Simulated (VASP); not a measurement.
```xyz
3
Lattice="0.0000 2.7620 2.7620 2.7620 0.0000 2.7620 2.7620 2.7620 0.0000" Properties=species:S:1:pos:R:3 pbc="T T T"
Ca     0.0000     0.0000     0.0000
F      1.3810     1.3810     1.3810
F      4.1431     4.1431     4.1431
```

All values below come from PBE GGA, VASP's PBE PAW potentials (set 64) (plane waves; VASP 6.6.1). Run with 520 eV cut-off, 7×7×7 Γ-centred mesh, Gaussian smearing of 0.050 eV, potentials Ca_sv F.

**Question.** Give the energy at these volumes per atom, relative to the lowest: 13.15, 13.57, 13.99, 14.41, 14.83 Å³.

**Answer.** 15.6, 4.1, 0.0, 2.1, 9.4 meV/atom. A third-order Birch-Murnaghan fit gives B0 = 77.5 GPa and B0′ = 4.3.

Measured: bulk modulus 83.0 GPa (computed value off by -6.7 %), as given by On the Morphology of Group II Metal Fluoride Nanocrystals at Finite Temperature and Partial Pressure of HF, PMC6154342; a 5.466 Å (computed value off by +1.1 %), as given by M. Råsander et al., The Journal of Chemical Physics (2015), arXiv:1505.02379. The calculation is for a static lattice, while the measured bulk modulus, a hold thermal and zero-point effects, which are part of the difference.

The compound is CaF2 in the fluorite structure. It was relaxed first.
